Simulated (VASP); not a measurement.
Data:

```yaml
crystal:
  lattice:
    - [-1.57500, 1.57500, 1.57500]
    - [1.57500, -1.57500, 1.57500]
    - [1.57500, 1.57500, -1.57500]
  atoms:
    - { symbol: Mo, position: [0.00000, 0.00000, 0.00000] }
```

Method: rev-vdW-DF2, VASP's PBE PAW potentials (set 64) (plane waves; VASP). Settings: 520 eV cut-off, Gaussian smearing of 0.050 eV, potentials Mo_sv.

Problem. Give the energies of bands 5 to 10 at the high-symmetry points, in eV from the Fermi level.

Solution. 
```tsv
band	Γ	H	N	P
5	-7.24	-5.45	-5.34	-2.63
6	-1.41	-5.45	-3.44	-2.63
7	-1.41	3.94	1.65	-2.63
8	-1.41	3.94	1.66	2.40
9	1.63	3.94	2.28	2.40
10	1.63	9.07	4.71	9.53
```

It has no gap at this level: it comes out as a metal or semimetal.

The compound is Mo in the bcc structure. The cell was not relaxed at this level.
